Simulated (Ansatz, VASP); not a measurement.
Two plane-wave programs on Na2HgH4

```xyz
7
Lattice="5.2504 0.0000 0.0000 0.0000 5.2504 0.0000 0.0000 0.0000 4.4650" Properties=species:S:1:pos:R:3 pbc="T T T"
Na    0.0000    2.6252    2.2325
Na    2.6252    0.0000    2.2325
Hg    0.0000    0.0000    0.0000
H     4.1648    4.1648    0.9741
H     1.0856    1.0856    0.9741
H     1.0856    4.1648    3.4909
H     4.1648    1.0856    3.4909
```

Change from the starting cell: species swapped into the ZnGa2S4 type (P-42m, No. 111).

Alike in both runs: task relaxation of cell and atoms; functional PBE; k mesh 4 × 4 × 6; occupations gaussian, width 0.02 eV; no spin polarisation.

|  | VASP | Ansatz |
| --- | --- | --- |
| version | VASP 6.6.1 | Ansatz 0.2.0 |
| potentials or method | VASP PAW PBE potentials, release 64 (Na_pv, Hg, H) | scalar-relativistic, plane waves, PAW |
| plane-wave cutoff (eV) | 600 | 420 |
| valence electrons in the cell | 30 | 42 |

|  | VASP | Ansatz | Ansatz less VASP |
| --- | --- | --- | --- |
| gap on the k mesh at the Fermi level, each at its own relaxed structure (eV) | 2.56 | 2.59 | +0.028 |
| relaxed volume (Å³/atom) | 17.82 | 17.80 | -0.016 |
| relaxed cell length with the largest relative difference (Å) | 5.302 | 5.300 | -0.0020 |

The two sets of potentials don't hold the same shells in valence.

Caveats: spin-orbit coupling is left out, which moves the levels of the heavy elements. A k mesh can miss the band edges.
